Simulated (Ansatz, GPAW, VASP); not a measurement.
## One structure in several programs: SiSnPt5 (P1, 7 atoms in the cell)

Self-consistent single point, at a second geometry (atoms moved at random). First geometry:

```
CELL_PARAMETERS angstrom
      4.04672     0.00000     0.00000
      0.00000     4.04672     0.00000
      0.00000     0.00000     7.15583
ATOMIC_POSITIONS crystal
  Si 0.00000 0.00000 0.50000
  Sn 0.50000 0.50000 0.00000
  Pt 0.00000 0.50000 0.29555
  Pt 0.00000 0.50000 0.70445
  Pt 0.50000 0.00000 0.29555
  Pt 0.50000 0.00000 0.70445
  Pt 0.00000 0.00000 0.00000
```

Second geometry:
```yaml
crystal:
  lattice:
    - [4.04672, 0.00000, 0.00000]
    - [0.00000, 4.04672, 0.00000]
    - [0.00000, 0.00000, 7.15583]
  atoms:
    - { symbol: Si, position: [0.99379, 0.01229, 0.49305] }
    - { symbol: Sn, position: [0.49724, 0.49892, 0.00046] }
    - { symbol: Pt, position: [0.00891, 0.50013, 0.30124] }
    - { symbol: Pt, position: [0.99825, 0.50675, 0.70531] }
    - { symbol: Pt, position: [0.50151, 0.99870, 0.28708] }
    - { symbol: Pt, position: [0.49865, 0.98404, 0.70279] }
    - { symbol: Pt, position: [0.00165, 0.99916, 0.01007] }
```

Shared settings, as Ansatz (an electronic-structure program) writes them: kpoints.mp_grid.grid = 5 5 3; scf.occupations.method = fermi_dirac; scf.occupations.width = 0.05 eV. Potentials and cutoffs stand in the table.

```json
[
 {"code": "GPAW", "model": "LDA (Perdew-Wang 92), GPAW PAW datasets LDA (gpaw-data 1.0.1)", "ΔF from the first geometry (meV/atom)": "12.5", "pressure (GPa)": "-15.70", "largest force (eV/Å)": "0.703", "cutoff": "600 eV"},
 {"code": "VASP", "model": "LDA (PZ), VASP's LDA PAW potentials (set 64)", "ΔF from the first geometry (meV/atom)": "13.0", "pressure (GPa)": "-15.67", "largest force (eV/Å)": "0.710", "cutoff": "300 eV"},
 {"code": "Ansatz", "model": "LDA (PW92), PAW files made with PBE", "ΔF from the first geometry (meV/atom)": "12.8", "pressure (GPa)": "-15.72", "largest force (eV/Å)": "0.701", "cutoff": "420 eV"}
]
```

Size of the force on each atom (eV/Å): Sizes of forces hide their directions.

```
code      Si1    Sn2    Pt3    Pt4    Pt5    Pt6    Pt7
------  -----  -----  -----  -----  -----  -----  -----
GPAW    0.703  0.261  0.354  0.434  0.399  0.530  0.607
VASP    0.710  0.274  0.347  0.452  0.439  0.554  0.633
Ansatz  0.701  0.271  0.329  0.447  0.447  0.549  0.622
```

On Ansatz's run: spin-orbit coupling is off. Spin polarisation is off.

The spread over the programs that give each value: ΔF from the first geometry within 0.5 meV/atom; pressure within 0.05 GPa; largest force within 0.009 eV/Å.

Ansatz's pressure is given at a fixed set of plane waves, as the other plane-wave codes print theirs; with its correction for the finite basis it is -15.68 GPa. The same LDA comes in different parametrisations, which differ slightly.

VASP's run is marked for a possible Pulay error in its stress at this cutoff; no cutoff test was made.

The starting cell comes from a database of computed structures (which also holds hypothetical and non-ambient phases and stackings), without a prior relaxation at this level. Its lattice was rescaled by a random factor within 2.5 % of one. For this run, on top of that: atoms moved at random.

Left out of this page: Quantum ESPRESSO, CP2K, Elk and SIESTA (not drawn, or without a comparable value).

Keys are those of Ansatz 0.2.
